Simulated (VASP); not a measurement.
NaCl (rock salt) at three volumes. These are G0W0 on PBE orbitals, VASP's PBE PAW potentials (set 64) (plane waves; VASP) values and carry that method's errors. Run with PREC = Normal, 500 eV cut-off, 4×4×4 Γ-centred mesh, Gaussian smearing of 0.010 eV, potentials Na_sv_GW Cl_GW.

The mesh is coarse and the basis finite, so the quasiparticle values are not converged.

```csv
V (Å³/atom),PBE gap on the mesh (eV),G0W0 gap (eV),PBE direct gap (eV),G0W0 direct gap (eV)
21.53,5.28,8.17,5.28,8.17
22.43,5.11,8.00,5.11,8.00
23.32,4.97,7.86,4.97,7.86
```

Problem. Estimate the volume deformation potential dE/d ln V of the smallest direct gap at both levels.

Solution. From the outer points, -3.9 eV in PBE and -3.9 eV in G0W0.

Runs of the series that failed, ran out of time, didn't relax or are held back are left out.

The compound is NaCl in the rock salt structure.
